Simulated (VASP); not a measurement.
Method: PBEsol GGA, VASP's PBE PAW potentials (set 64) (plane waves; VASP 6.6.1).

VASP ran on this input.

**INCAR**
```
SYSTEM = Zn4OS3
PREC = Accurate; ENCUT = 520; LREAL = .FALSE.
LASPH = .TRUE.
EDIFF = 1E-6; NELM = 100; ALGO = Normal
LMAXMIX = 4
ISMEAR = 0; SIGMA = 0.05
GGA = PS
IBRION = 2; NSW = 60; ISIF = 3
EDIFFG = -0.02
LWAVE = .FALSE.; LCHARG = .FALSE.
```

File POSCAR:
```
Zn4OS3
1.0
  3.6581183985  -6.3290127668  -0.0159775417
  1.8260130103   3.1627476655   0.0000000009
 -0.0129566790   0.0074805429   5.9681198923
Zn S O
4 3 1
Cart
  2.0009884818  -1.1552755856   2.9074095360
  1.7995916977   1.0695035755   5.9161408006
  3.4871066837  -4.1217848695   2.8897903064
  3.6697060333  -2.1187060045   0.2854848510
  1.8844683876  -1.0880026703   5.2105707630
  1.8002577086   1.0691190540   2.2436458153
  3.5798837531  -4.1753497416   5.2325483595
  3.6558696788  -2.1107175806   2.2741462139
```

File KPOINTS:
```
Automatic mesh
0
Gamma
3 6 4
0 0 0
```

POTCAR, in this order: Zn S O (PBE.64 set). Program: vasp_std.

The run wrote:

OUTCAR:
```
 ion  position               nearest neighbor table
   1  0.366  0.366  0.488-   8 2.01   5 2.31   6 2.33   6 2.33
   2  0.164  0.664  0.992-   7 2.27   5 2.27   5 2.27   6 2.30
   3  0.803  0.303  0.486-   8 2.11   8 2.11   7 2.35   6 2.37
   4  0.669  0.669  0.050-   8 1.99   5 2.30   7 2.30   7 2.30
   5  0.346  0.346  0.874-   2 2.27   2 2.27   4 2.30   1 2.31
   6  0.163  0.663  0.376-   2 2.30   1 2.33   1 2.33   3 2.37
   7  0.821  0.321  0.879-   2 2.27   4 2.30   4 2.30   3 2.35
   8  0.668  0.668  0.383-   4 1.99   1 2.01   3 2.11   3 2.11
  LATTYP: Found a simple monoclinic cell.
 ALAT       =     5.9681386447
 B/A-ratio  =     0.6119204909
 C/A-ratio  =     1.0610594361
 COS(beta)  =    -0.0050298917
 Subroutine PRICEL returns:
 Original cell was already a primitive cell.
 Subroutine GETGRP returns: Found  2 space group operations
The static configuration has the point symmetry C_1h.
The dynamic configuration has the point symmetry C_1h.
 Subroutine INISYM returns: Found  2 space group operations
 Subroutine IBZKPT returns following result:
 Found     28 irreducible k-points:

 Following reciprocal coordinates:
            Coordinates               Weight
...
```

OSZICAR:
```
       N       E                     dE             d eps       ncg     rms          rms(c)
DAV:   1     0.623271471361E+03    0.62327E+03   -0.34006E+04  2408   0.212E+03
DAV:   2     0.566061182501E+02   -0.56667E+03   -0.55029E+03  2432   0.473E+02
DAV:   3    -0.301923245571E+02   -0.86798E+02   -0.85713E+02  2633   0.171E+02
DAV:   4    -0.346552968742E+02   -0.44630E+01   -0.44412E+01  2885   0.394E+01
DAV:   5    -0.347254772329E+02   -0.70180E-01   -0.70119E-01  2829   0.518E+00    0.162E+01
DAV:   6    -0.317996531453E+02    0.29258E+01   -0.95636E+00  3813   0.587E+01    0.117E+01
DAV:   7    -0.319270342587E+02   -0.12738E+00   -0.46598E+00  2559   0.118E+01    0.708E+00
DAV:   8    -0.319584171712E+02   -0.31383E-01   -0.11696E+00  3461   0.115E+01    0.219E+00
DAV:   9    -0.318943330086E+02    0.64084E-01   -0.45552E-01  3466   0.108E+01    0.618E-01
DAV:  10    -0.319003789171E+02   -0.60459E-02   -0.11111E-01  2649   0.279E+00    0.508E-01
DAV:  11    -0.318972843175E+02    0.30946E-02   -0.26526E-02  3180   0.140E+00    0.202E-01
DAV:  12    -0.318978271447E+02   -0.54283E-03   -0.50864E-03  2816   0.773E-01    0.188E-01
DAV:  13    -0.318978182977E+02    0.88470E-05   -0.54778E-04  3487   0.441E-01    0.751E-02
DAV:  14    -0.318977288431E+02    0.89455E-04   -0.76583E-04  3008   0.635E-01    0.336E-02
DAV:  15    -0.318977440090E+02   -0.15166E-04   -0.15765E-04  2650   0.110E-01    0.139E-02
DAV:  16    -0.318977442060E+02   -0.19704E-06   -0.87112E-06  3033   0.665E-02
   1 F= -.31897744E+02 E0= -.31897744E+02  d E =-.318977E+02
       N       E                     dE             d eps       ncg     rms          rms(c)
DAV:   1    -0.319177553390E+02   -0.20011E-01   -0.34804E-01  2994   0.775E+00    0.107E+00
DAV:   2    -0.319006441494E+02    0.17111E-01   -0.88477E-02  2971   0.508E+00    0.402E-01
DAV:   3    -0.318989892063E+02    0.16549E-02   -0.43851E-03  2869   0.703E-01    0.208E-01
DAV:   4    -0.318983937634E+02    0.59544E-03   -0.11610E-03  3478   0.397E-01    0.895E-02
DAV:   5    -0.318983386713E+02    0.55092E-04   -0.25897E-04  3224   0.205E-01    0.442E-02
DAV:   6    -0.318983312631E+02    0.74082E-05   -0.77251E-05  3491   0.106E-01    0.138E-02
DAV:   7    -0.318983313543E+02   -0.91219E-07   -0.32690E-05  3023   0.772E-02    0.988E-03
DAV:   8    -0.318983312982E+02    0.56118E-07   -0.57635E-06  2462   0.389E-02
   2 F= -.31898331E+02 E0= -.31898331E+02  d E =-.587092E-03
       N       E                     dE             d eps       ncg     rms          rms(c)
DAV:   1    -0.318996322650E+02   -0.13009E-02   -0.22120E-02  2991   0.197E+00    0.269E-01
DAV:   2    -0.318985552188E+02    0.10770E-02   -0.55228E-03  2970   0.123E+00    0.101E-01
DAV:   3    -0.318984476717E+02    0.10755E-03   -0.26712E-04  2914   0.171E-01    0.527E-02
DAV:   4    -0.318984072536E+02    0.40418E-04   -0.69678E-05  3487   0.959E-02    0.216E-02
DAV:   5    -0.318984029559E+02    0.42977E-05   -0.16744E-05  3240   0.512E-02    0.102E-02
DAV:   6    -0.318984020708E+02    0.88514E-06   -0.40326E-06  2077   0.248E-02
   3 F= -.31898402E+02 E0= -.31898402E+02  d E =-.657865E-03
       N       E                     dE             d eps       ncg     rms          rms(c)
DAV:   1    -0.318984365895E+02   -0.33634E-04   -0.67104E-04  2994   0.344E-01    0.471E-02
DAV:   2    -0.318984041924E+02    0.32397E-04   -0.17347E-04  2973   0.219E-01    0.185E-02
DAV:   3    -0.318984012009E+02    0.29915E-05   -0.75511E-06  2526   0.215E-02    0.953E-03
DAV:   4    -0.318984003327E+02    0.86827E-06   -0.20812E-06  1749   0.114E-02
   4 F= -.31898400E+02 E0= -.31898400E+02  d E =-.656127E-03
```

**OUTCAR**
```
------------------------ aborting loop because EDIFF is reached ----------------------------------------
  FORCE on cell =-STRESS in cart. coord.  units (eV):
  Direction    XX          YY          ZZ          XY          YZ          ZX
  --------------------------------------------------------------------------------------
  Total        0.0595248      0.0506942      0.0597405     -0.0076476     -0.0059440      0.0102954
  in kB        0.6937820      0.5908577      0.6962960     -0.0891352     -0.0692789      0.1199965
  external PRESSURE =       0.6603119 kB  Pullay stress =       0.0000000 kB
  volume of cell :      137.46
      direct lattice vectors                 reciprocal lattice vectors
     3.655518849 -6.319979412 -0.014746960     0.136905268 -0.079042284  0.000366063
     1.822751342  3.157098288  0.000000001     0.274060564  0.158517630  0.000366063
    -0.011954049  0.006901674  5.960979893     0.000338692 -0.000195544  0.167758559
 POSITION                                       TOTAL-FORCE (eV/Angst)
 -----------------------------------------------------------------------------------
      1.99853     -1.15386      2.90365        -0.010873      0.006278     -0.013991
      1.79960      1.06573      5.90841         0.012370     -0.007142     -0.011427
      3.48437     -4.11644      2.88756        -0.004837      0.002793      0.006123
      3.66557     -2.11632      0.28597        -0.008825      0.005095      0.007563
      1.88305     -1.08719      5.20470         0.007416     -0.004282     -0.012345
      1.79854      1.06634      2.24181         0.000210     -0.000121      0.008375
      3.57653     -4.16965      5.22762        -0.005466      0.003156      0.002467
      3.65276     -2.10892      2.27261         0.010005     -0.005776      0.013236
 -----------------------------------------------------------------------------------
    total drift:                                0.002758      0.003414      0.001009
  FREE ENERGIE OF THE ION-ELECTRON SYSTEM (eV)
  ---------------------------------------------------
  free  energy   TOTEN  =       -31.8984003327 eV

  energy  without entropy=      -31.8984003327  energy(sigma->0) =      -31.89840033

 reached required accuracy - stopping structural energy minimisation
```
(Selected blocks of OUTCAR.)

**CONTCAR**
```
Zn4OS3
   1.00000000000000
     3.6555188490355968   -6.3199794118830033   -0.0147469603307474
     1.8227513415677978    3.1570982881406966    0.0000000008292280
    -0.0119540488933457    0.0069016740670180    5.9609798927142430
  Zn              S               O
     4     3     1
Direct
     0.3658763534326409    0.3658753534326212    0.4880144026671883
     0.1643002679220565    0.6643002679220873    0.9915876191245883
     0.8034585382120920    0.3034575382120847    0.4863982790114162
     0.6692193738623159    0.6692193738623109    0.0496289642442586
     0.3456390668639919    0.3456380668639894    0.8739837235130510
     0.1627643646700803    0.6627643646700896    0.3764826777287082
     0.8211386367259605    0.3211376367259431    0.8790047550469111
     0.6676073982108641    0.6676073982108721    0.3828995787638788
```

**OUTCAR**
```
 val. band max:        2.4545473410   @ k =   0.0000   0.0000   0.0000

 cond. band min:       3.1112102893   @ k =   0.0000   0.0000   0.0000


 Fermi energy:         2.7062776410

 k-point     1 :       0.0000    0.0000    0.0000
  band No.  band energies     occupation
      1     -15.5051      2.00000
      2     -10.9941      2.00000
      3     -10.1042      2.00000
      4      -9.8204      2.00000
      5      -4.2543      2.00000
      6      -4.2426      2.00000
      7      -4.2193      2.00000
      8      -4.1375      2.00000
      9      -4.0721      2.00000
     10      -4.0383      2.00000
     11      -3.9496      2.00000
     12      -3.9449      2.00000
     13      -3.8544      2.00000
     14      -3.7473      2.00000
     15      -3.7200      2.00000
     16      -3.6120      2.00000
     17      -3.6058      2.00000
     18      -3.5749      2.00000
     19      -3.5329      2.00000
     20      -3.5293      2.00000
     21      -3.4751      2.00000
     22      -3.4412      2.00000
     23      -3.4284      2.00000
     24      -3.3843      2.00000
     25      -3.2205      2.00000
     26      -2.6827      2.00000
     27      -1.8903      2.00000
     28      -1.1955      2.00000
     29      -0.5185      2.00000
     30       0.3067      2.00000
     31       0.8983      2.00000
     32       0.9533      2.00000
     33       1.7252      2.00000
     34       1.9303      2.00000
     35       2.3078      2.00000
     36       2.4545      2.00000
     37       3.1112      0.00000
     38       5.8819      0.00000
     39       6.3841      0.00000
     40       6.9879      0.00000
     41       7.3860      0.00000
     42       9.2428      0.00000
     43       9.2758      0.00000

 k-point     2 :       0.3333   -0.0000    0.0000
  band No.  band energies     occupation
      1     -15.5019      2.00000
      2     -10.8478      2.00000
      3     -10.3300      2.00000
      4      -9.8059      2.00000
      5      -4.2649      2.00000
...
```

The structure was generated: Zn4OS3 was put into an ordered model structure (Pm), which need not be its known phase. This run relaxes it. Symmetry was kept, so distortions that lower it aren't found. The start is the result of an earlier pass.
